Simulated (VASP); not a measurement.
An input for Quantum ESPRESSO's pw.x (written as the equivalent of a VASP run, and not itself run):

```
&CONTROL
  calculation = 'scf'
  pseudo_dir = './pseudo'
  outdir = './out'
  tprnfor = .true.
  tstress = .true.
/
&SYSTEM
  ibrav = 0
  nat = 2
  ntyp = 2
  ecutwfc = 62.5
  occupations = 'smearing'
  smearing = 'gaussian'
  degauss = 0.003675
  input_dft = 'pbe'
/
&ELECTRONS
  conv_thr = 7.3e-08
  electron_maxstep = 100
/
ATOMIC_SPECIES
  Pb 207.200 Pb.upf
  S 32.060 S.upf
CELL_PARAMETERS angstrom
     0.0000000    2.9700000    2.9700000
     2.9700000    0.0000000    2.9700000
     2.9700000    2.9700000    0.0000000
ATOMIC_POSITIONS crystal
  Pb   0.0000000  0.0000000  0.0000000
  S    0.5000000  0.5000000  0.5000000
K_POINTS automatic
  7 7 7 0 0 0
```

### Question
Write the VASP files for the same calculation (PBE).

### Answer
One answer among several that fit: 
POSCAR:
```
PbS
1
    0.0000000000     2.9700000000     2.9700000000
    2.9700000000     0.0000000000     2.9700000000
    2.9700000000     2.9700000000     0.0000000000
Pb S
1 1
Direct
  0.0000000000   0.0000000000   0.0000000000
  0.5000000000   0.5000000000   0.5000000000
```

KPOINTS:
```
Automatic mesh
0
Gamma
7 7 7
0 0 0
```

INCAR:
```
LASPH=.TRUE.   ! aspherical one-centre terms
ISIF=2   ! forces and stress, cell fixed
PREC=Accurate
ALGO=Normal   ! blocked Davidson
NELM=100   ! most electronic steps
EDIFF=1E-6   ! SCF stop (eV)
LREAL=.FALSE.   ! projection in real space or not
LCHARG=.FALSE.
SIGMA=0.05
ENCUT=400   ! plane-wave cut-off (eV)
GGA=PE   ! PBE
SYSTEM=PbS
LMAXMIX=4   ! l cut-off of mixed one-centre charges
ISMEAR=0   ! Gaussian
LWAVE=.FALSE.
```

POTCAR, in this order: Pb_d S (PBE.64 set). Program: vasp_std.

Limits of the translation: the potentials are each code's own (VASP's PAW set, PseudoDojo norm-conserving files in pw.x), so ENCUT and ecutwfc are chosen apart and not converted; conv_thr bounds pw.x's estimated SCF error, while EDIFF bounds the energy change between steps.

The compound is PbS in the rock salt structure. The cell was not relaxed at this level.
